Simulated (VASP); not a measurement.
**Shielding tensors and field gradients of La2O3**

What are the shielding tensors of La2O3? The cell has space group P-3m1, a computed entry that need not be the common form of this compound. The start is a computed cell from the Materials Project.

Main program and level: VASP 6.6.1; PBE; plane waves and PAW (La, O), in the first sound run; inputs show where later runs differ.

This is a report of a sequence of runs, with most program output left out.

### Step 1. Set-up

The structure is trigonal, space group P-3m1 (No. 164). The conventional cell has a = 3.931 Å, b = 3.931 Å, c = 6.112 Å, α = 90.00°, β = 90.00°, γ = 120.00°. Nearest to La lie 7 O at 2.36 to 2.72 Å. Nearest to O lie 4 La at 2.36 to 2.44 Å. O has 6 La at 2.72 Å nearest. Farther neighbours and most contacts between anions are not listed.

Coordinates:

```cif
data_structure
_symmetry_space_group_name_H-M 'P 1'
_symmetry_Int_Tables_number 1
_cell_length_a 3.9308
_cell_length_b 3.9308
_cell_length_c 6.1120
_cell_angle_alpha 90.000
_cell_angle_beta 90.000
_cell_angle_gamma 120.000
_cell_volume 81.78
loop_
_atom_site_label
_atom_site_type_symbol
_atom_site_fract_x
_atom_site_fract_y
_atom_site_fract_z
_atom_site_occupancy
La1 La 0.66667 0.33333 0.75376 1
La2 La 0.33333 0.66667 0.24624 1
O3 O 0.66667 0.33333 0.35411 1
O4 O 0.33333 0.66667 0.64589 1
O5 O 0.00000 0.00000 0.00000 1
```

### Step 2. Relaxation

The atoms are relaxed first inside the given cell, which is kept (ISIF = 2), since values at the nuclei depend on the positions.

INCAR

```
SYSTEM = La2O3
PREC = Accurate
ENCUT = 520
EDIFF = 1E-06
NELM = 100
ISMEAR = 0
SIGMA = 0.05
LREAL = .FALSE.
ALGO = Normal
GGA = PE
NBANDS = 26
LASPH = .TRUE.
LWAVE = .FALSE.
LCHARG = .FALSE.
KPAR = 2
IBRION = 2
NSW = 60
ISIF = 2
EDIFFG = -0.01
```

POSCAR

```
La2O3
1.0
    3.9307778780      0.0000000000      0.0000000000
   -1.9653889390      3.4041534990      0.0000000000
    0.0000000000      0.0000000000      6.1119535200
La O
2 3
Direct
    0.6666666700      0.3333333300      0.7537643200
    0.3333333300      0.6666666700      0.2462356800
    0.6666666700      0.3333333300      0.3541093500
    0.3333333300      0.6666666700      0.6458906500
    0.0000000000      0.0000000000      0.0000000000
```

KPOINTS

```
Automatic mesh
0
Gamma
6 6 4
0 0 0
```

The projector-augmented-wave data sets are La and O (PBE family, release 64).

Run with:

```bash
> mpirun -np 2 vasp_std
```

Wall time 26 s (2 MPI ranks of Intel Xeon 6975P-C (Granite Rapids), shared host); peak memory 0.44 GiB.

The run keeps the 12 symmetry operations of its start, so it cannot find a distortion of lower symmetry.

Hardly anything moved in the relaxation; the energy changed by under 0.2 meV an atom.

Numbers from this step:

- free energy (TOTEN): -41.82 eV
- Fermi energy: 6.304 eV
- pressure: 1.595 GPa

At PBE, with these data sets, the largest force is down to 0.0076 eV/Å.

### Step 3. Ground state

The next steps need an insulator, so the gap is checked first.

INCAR

```
SYSTEM = La2O3
PREC = Accurate
ENCUT = 520
EDIFF = 1E-07
NELM = 100
ISMEAR = 0
SIGMA = 0.01
LREAL = .FALSE.
ALGO = Normal
GGA = PE
NBANDS = 26
LASPH = .TRUE.
LORBIT = 11
LWAVE = .FALSE.
LCHARG = .FALSE.
KPAR = 2
```

POSCAR

```
La2O3
1.0
    3.9307778780      0.0000000000      0.0000000000
   -1.9653889390      3.4041534990      0.0000000000
    0.0000000000      0.0000000000      6.1119535200
La O
2 3
Direct
    0.6666666700      0.3333333300      0.7537901409
    0.3333333300      0.6666666700      0.2462098591
    0.6666666700      0.3333333300      0.3540179778
    0.3333333300      0.6666666700      0.6459820222
    0.0000000000      0.0000000000      0.0000000000
```

KPOINTS

```
Automatic mesh
0
Gamma
7 7 4
0 0 0
```

Run with:

```bash
> mpirun -np 2 vasp_std
```

It took 27 s on 2 MPI ranks; peak memory 0.45 GiB.

The gap is read on the k-mesh alone, so it is an upper bound where the band edges lie off the mesh.

This step gave:

```yaml
fermi_energy: 6.013 eV
pressure: 1.597 GPa
gap_on_the_k_mesh: 3.913 eV
least_direct_gap_on_the_k_mesh: 4.109 eV
```

The cell has a gap of 3.91 eV on this mesh. Spin-orbit coupling is left out, which can shift or reorder these edges.

### Step 4. Shielding tensors

This step: chemical shifts by linear response (GIPAW), PBE; plane waves and PAW (La, O) (VASP 6.6.1).

LCHIMAG computes the induced currents by linear response. It needs tightly converged orbitals and a cutoff well above the default; LEFG adds the field gradients at no cost.

INCAR

```
SYSTEM = La2O3
PREC = Accurate
ENCUT = 560
EDIFF = 1E-09
NELM = 100
ISMEAR = 0
SIGMA = 0.01
LREAL = .FALSE.
ALGO = Normal
GGA = PE
NBANDS = 26
LASPH = .TRUE.
LWAVE = .FALSE.
LCHARG = .FALSE.
KPAR = 2
LCHIMAG = .TRUE.
LEFG = .TRUE.
DQ = 0.001
ICHIBARE = 1
LNMR_SYM_RED = .TRUE.
```

POSCAR is that of step 3.

KPOINTS

```
Automatic mesh
0
Gamma
6 6 4
0 0 0
```

Run with:

```bash
> mpirun -np 2 vasp_std
```

It took 18 min on 2 MPI ranks; peak memory 1.4 GiB.

Spin-orbit coupling is left out, which changes shieldings on and beside heavy atoms by much.

This step gave:

- Fermi energy: 6.069 eV
- pressure: 1.555 GPa
- gap on the k-mesh: 3.859 eV
- least direct gap on the k-mesh: 3.978 eV

Valence and core; the G = 0 term is that of a spherical sample. NMR shielding, by row:

```
atom  isotropic shielding (ppm)  span (ppm)     skew  isotropic shielding without the G = 0 term (ppm)
 La1                       3716       531.5       -1                                              3703
 La2                       3716       531.5       -1                                              3703
  O3                     -450.7         196  -0.9998                                            -464.4
  O4                     -450.7         196  -0.9998                                            -464.4
  O5                       -369        93.3   0.9998                                            -382.7
```

Ordered as |Vzz| ≥ |Vxx| ≥ |Vyy|, the program's way. Electric field gradients, by row:

```
atom  Vxx (V/Å²)  Vyy (V/Å²)  Vzz (V/Å²)  asymmetry
 La1      -56.35      -56.35       112.7          0
 La2      -56.35      -56.35       112.7          0
  O3       -4.27       -4.27        8.54          0
  O4       -4.27       -4.27        8.54          0
  O5       4.492       4.492      -8.984          0
```

### Step 5. Another functional

This step: chemical shifts by linear response (GIPAW), LDA; plane waves and PAW (La, O) (VASP 6.6.1).

The functional is changed, to see how much the shieldings depend on it.

INCAR, as its differences from that of step 4:

```diff
@@ -9,3 +9,3 @@
 ALGO = Normal
-GGA = PE
+GGA = CA
 NBANDS = 26
```

POSCAR is that of step 4.

KPOINTS is that of step 4.

Run with:

```bash
> mpirun -np 2 vasp_std
```

Run time: 18 min. Hardware: 2 MPI ranks; peak memory 1.4 GiB; 36 min of CPU time.

The atoms bear forces, and field gradients depend strongly on their positions. The PAW data sets were made with PBE, though LDA sets exist; this is a small mismatch.

Numbers from this step:

```yaml
free_energy_toten: -45.96 eV
fermi_energy: 5.742 eV
pressure: -6.198 GPa
gap_on_the_k_mesh: 3.728 eV
least_direct_gap_on_the_k_mesh: 3.818 eV
```

Valence and core; the G = 0 term is that of a spherical sample. NMR shielding, by row:

```
atom  isotropic shielding (ppm)  span (ppm)     skew  isotropic shielding without the G = 0 term (ppm)
 La1                       3661       545.7       -1                                              3647
 La2                       3661       545.7       -1                                              3647
  O3                     -479.4       204.1  -0.9998                                            -493.2
  O4                     -479.4       204.1  -0.9998                                            -493.2
  O5                     -392.8       98.93   0.9996                                            -406.6
```

Ordered as |Vzz| ≥ |Vxx| ≥ |Vyy|, the program's way. Electric field gradients, by row:

| atom | Vxx (V/Å²) | Vyy (V/Å²) | Vzz (V/Å²) | asymmetry |
| --- | --- | --- | --- | --- |
| La1 | -57.53 | -57.53 | 115.1 | 0 |
| La2 | -57.53 | -57.53 | 115.1 | 0 |
| O3 | -4.545 | -4.545 | 9.09 | 0 |
| O4 | -4.545 | -4.545 | 9.09 | 0 |
| O5 | 4.146 | 4.146 | -8.292 | 0 |

Against the first shielding run the largest change is -55.5 ppm, on La1.

### Step 6. Lower cutoff

This step: chemical shifts by linear response (GIPAW), PBE; plane waves and PAW (La, O) (VASP 6.6.1).

A lower cutoff shows what can be saved.

INCAR, as its differences from that of step 5:

```diff
@@ -2,3 +2,3 @@
 PREC = Accurate
-ENCUT = 560
+ENCUT = 400
 EDIFF = 1E-09
@@ -9,3 +9,3 @@
 ALGO = Normal
-GGA = CA
+GGA = PE
 NBANDS = 26
```

POSCAR is that of step 5.

KPOINTS is that of step 5.

Run with:

```bash
> mpirun -np 2 vasp_std
```

The job ended after 12 min (2 MPI ranks; peak memory 0.98 GiB).

The run converged; its settings lie outside those of the reference runs, so its numbers serve the comparison alone.

Against the sound run on this cell (sound settings) the energy at zero smearing moves by -10.2 meV an atom and the pressure by -3.55 GPa.

Settings moved from the usual: x = 1.

### Step 7. Cell stretched

A changed volume shows how shieldings follow the bond lengths.

INCAR, as its differences from that of step 6:

```diff
@@ -2,3 +2,3 @@
 PREC = Accurate
-ENCUT = 400
+ENCUT = 560
 EDIFF = 1E-09
```

POSCAR, as its differences from that of step 6:

```diff
@@ -2,5 +2,5 @@
 1.0
-    3.9307778780      0.0000000000      0.0000000000
-   -1.9653889390      3.4041534990      0.0000000000
-    0.0000000000      0.0000000000      6.1119535200
+    3.9825045714      0.0000000000      0.0000000000
+   -1.9912522857      3.4489501296      0.0000000000
+    0.0000000000      0.0000000000      6.1923831845
 La O
```

KPOINTS is that of step 6.

Run with:

```bash
> mpirun -np 2 vasp_std
```

The job ended after 18 min (2 MPI ranks; peak memory 1.4 GiB).

This step gave:

```yaml
free_energy_toten: -41.80 eV
fermi_energy: 5.648 eV
pressure: -3.370 GPa
gap_on_the_k_mesh: 3.799 eV
least_direct_gap_on_the_k_mesh: 3.985 eV
```

Valence and core; the G = 0 term is that of a spherical sample. NMR shielding, by row:

| atom | isotropic shielding (ppm) | span (ppm) | skew | isotropic shielding without the G = 0 term (ppm) |
| --- | --- | --- | --- | --- |
| La1 | 3746 | 504.3 | -1 | 3733 |
| La2 | 3746 | 504.3 | -1 | 3733 |
| O3 | -455.1 | 193 | -0.9998 | -467.8 |
| O4 | -455.1 | 193 | -0.9998 | -467.8 |
| O5 | -372.3 | 94.85 | 0.9997 | -385 |

Ordered as |Vzz| ≥ |Vxx| ≥ |Vyy|, the program's way. Electric field gradients, by row:

```
atom  Vxx (V/Å²)  Vyy (V/Å²)  Vzz (V/Å²)  asymmetry
 La1      -53.58      -53.58       107.2          0
 La2      -53.58      -53.58       107.2          0
  O3      -4.005      -4.004       8.009          0
  O4      -4.005      -4.004       8.009          0
  O5       4.953       4.947        -9.9      0.001
```

Against the first shielding run the largest change is +30.0 ppm, on La1.

### Step 8. One more run

This run repeats the step with a slip in the input.

INCAR, as its differences from that of step 7:

```diff
@@ -2,3 +2,3 @@
 PREC = Accurate
-ENCUT = 560
+ENCUT = 150
 EDIFF = 1E-09
```

POSCAR, as its differences from that of step 7:

```diff
@@ -2,5 +2,5 @@
 1.0
-    3.9825045714      0.0000000000      0.0000000000
-   -1.9912522857      3.4489501296      0.0000000000
-    0.0000000000      0.0000000000      6.1923831845
+    3.9307778780      0.0000000000      0.0000000000
+   -1.9653889390      3.4041534990      0.0000000000
+    0.0000000000      0.0000000000      6.1119535200
 La O
```

KPOINTS is that of step 7.

Run with:

```bash
> mpirun -np 2 vasp_std
```

The job ended after 1.8 min (2 MPI ranks; peak memory 0.42 GiB; 3.5 min of CPU time).

The run converged, but on settings that are not sound, so its numbers are not to be trusted.

Against the sound run on this cell (sound settings) the energy at zero smearing moves by -351.5 meV an atom and the pressure by -200.71 GPa.

The fault in the input: cutoff far too low (ENCUT = 150). Raise ENCUT to at least the largest default of the data sets.

### Step 9. Summary

This step: chemical shifts by linear response (GIPAW), PBE, LDA; plane waves and PAW (VASP 6.6.1).

This step runs nothing: it gathers the runs above.

Isotropic shieldings. Cost is wall time times ranks on a shared host. Shieldings by setting:

```
                run  ENCUT (eV)  k mesh  La1, Wyckoff letter d (ppm)  O3, Wyckoff letter d (ppm)  O5, Wyckoff letter a (ppm)  cost (core minutes)
first shielding run         560   6x6x4                         3716                      -450.7                        -369                36.94
 another functional         560   6x6x4                         3661                      -479.4                      -392.8                36.54
       lower cutoff         400   6x6x4                         3720                      -442.4                        -362                 23.6
```

### Step 10. Summary of results

| Quantity | Value |
| --- | --- |
| La, isotropic shielding | 3716.2 ppm |
| O, isotropic shielding | -450.7, -369 ppm |

What this shows: At PBE, in the first shielding run, the isotropic shieldings are La 3716.2 ppm; O -450.7, -369 ppm. In the first shielding run the widest tensor is that of La1, with a span (largest less smallest principal value) of 531 ppm. The largest field gradient of that run is Vzz = 113 V/Å² at La1. Against the first shielding run, the one with another functional moves the shieldings by at most 56 ppm. Against the first shielding run, the one with lower cutoff moves the shieldings by at most 8.3 ppm. Shifts were not obtained, since a shift is the shielding of a reference compound, computed alike, less these values; differences between sites of one element need no reference, and the more shielded site has the lower shift. The G = 0 term is the part set by the sample's shape, taken here for a sphere. Spin-orbit effects on the shifts of and near heavy atoms are left out. No finer mesh was run, so convergence in it isn't shown. VASP's guide advises NLSPLINE for shieldings, which this input doesn't set; the effect wasn't tested. Where the functional isn't the one that the data sets were made with, the shieldings hold that mismatch too. The cell has space group P-3m1, a computed entry that need not be the common form of this compound. Not tabulated here, as repeats of values shown or as unfit to read for their mesh, reference level or band range: gaps (relaxation). The run with cutoff far too low isn't used: the basis can't carry the orbitals.

[Lines on the potential files, build, host, timing and source positions are cut from VASP's logs without a mark.]

[Logs are printed without paths, hosts, clocks, repeated set-up lines and the standing remarks that a program may print on its own settings, such as how far it seeks lower states.]

[Hosts, paths, dates, database ids (printed as entryN), source tags and the programs' standing remarks are cut or masked in the printed files.]
